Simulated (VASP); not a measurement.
VASP runs on CdSe (space group P4_2/mmc) share one base input (PBE GGA, plane waves, VASP's PBE PAW potentials (set 64)) and change the settings named in each case.

POSCAR:
```
CdSe
1
    4.0149250000     0.0000000000     0.0000000000
    0.0000000000     4.0149250000     0.0000000000
    0.0000000000     0.0000000000     7.0695070000
Cd Se
2 2
Direct
  0.0000000000   0.5000000000   0.0000000000
  0.5000000000   0.0000000000   0.5000000000
  0.0000000000   0.0000000000   0.2500000000
  0.0000000000   0.0000000000   0.7500000000
```

**KPOINTS**
```
Automatic
0
gamma
5 5 3
```

### INCAR
```
SYSTEM  =  CdSe
PREC  =  Accurate; ENCUT  =  300; LREAL  =  .False.
LASPH  =  .True.
EDIFF  =  1E-6; NELM  =  100; ALGO  =  Normal
LMAXMIX  =  4
ISMEAR  =  -1; SIGMA  =  0.1
GGA  =  PE
ISIF  =  2
LWAVE  =  .False.; LCHARG  =  .False.
```

POTCAR, in this order: Cd Se (PBE.64 set). Program: vasp_std.

| change | E(σ→0) (eV/atom) | pressure (GPa) | −TS (eV) |
|---|---|---|---|
| base run | -2.3963 | 4.34 | -0.0287 |
| GGA = PS | -2.7466 | ? | ? |
| GGA_COMPAT = .FALSE., LNONCOLLINEAR = .TRUE., LSORBIT = .TRUE., MAGMOM = 0.0 0.0 0.0 0.0 0.0 0.0 0.0 0.0 0.0 0.0 0.0 0.0, program vasp_ncl | -2.4206 | ? | ? |
| KPOINTS 2×2×1 Γ-centred mesh | -1.7622 | 8.19 | -0.1848 |

### Question
Fill in the missing entries.

### Answer

- GGA = PS, pressure (GPa): 1.58
- GGA = PS, −TS (eV): -0.0315
- GGA_COMPAT = .FALSE., LNONCOLLINEAR = .TRUE., LSORBIT = .TRUE., MAGMOM = 0.0 0.0 0.0 0.0 0.0 0.0 0.0 0.0 0.0 0.0 0.0 0.0, program vasp_ncl, pressure (GPa): 4.31
- GGA_COMPAT = .FALSE., LNONCOLLINEAR = .TRUE., LSORBIT = .TRUE., MAGMOM = 0.0 0.0 0.0 0.0 0.0 0.0 0.0 0.0 0.0 0.0 0.0 0.0, program vasp_ncl, −TS (eV): -0.0288

Energies of different potentials or functionals have different zeros.  At 300 eV the pressure can carry a Pulay error.

Left out are runs that ran out of time, are held back, or changed the cell or the kind of run, fixed moments of cells without a moment, rows past the twelfth, gaps on odd meshes, pressures of charged cells and columns that move by less than the noise.

The structure was generated: CdSe was put into an ordered model structure, which need not be its known phase. The cell was not relaxed at this level.
